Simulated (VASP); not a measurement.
Given:

```
CELL_PARAMETERS angstrom
      2.93908     0.00000     0.00000
      0.00000     2.93908     0.00000
      0.00000     0.00000     2.93908
ATOMIC_POSITIONS crystal
  Zn 0.50000 0.50000 0.50000
  Au 0.00000 0.00000 0.00000
```

These are PBEsol GGA, VASP's PBE PAW potentials (set 64) (plane waves; VASP 6.6.1) values and carry that method's errors. Run with 500 eV cut-off, 12×12×12 Γ-centred mesh, first-order Methfessel-Paxton smearing of 0.10 eV, potentials Zn Au.

Unless said otherwise, spin-orbit coupling is left out, though it shifts the bands of the heavy elements here.

Q: What does the run give for the energy per atom (σ→0), pressure, band gap (on the k-mesh) with the smallest direct gap where there is one?

A: 
- band gap (on the k-mesh) = none (metal, semimetal or under 0.01 eV)
- energy per atom (σ→0) = -2.674 eV/atom
- pressure = 44.83 GPa

Only differences to runs with the same potentials and settings are physical.

The compound is AuZn in the CsCl type structure. It was relaxed first under an external pressure of 45 GPa. The electron count is odd and the run is not spin-polarised, which forces a metal.
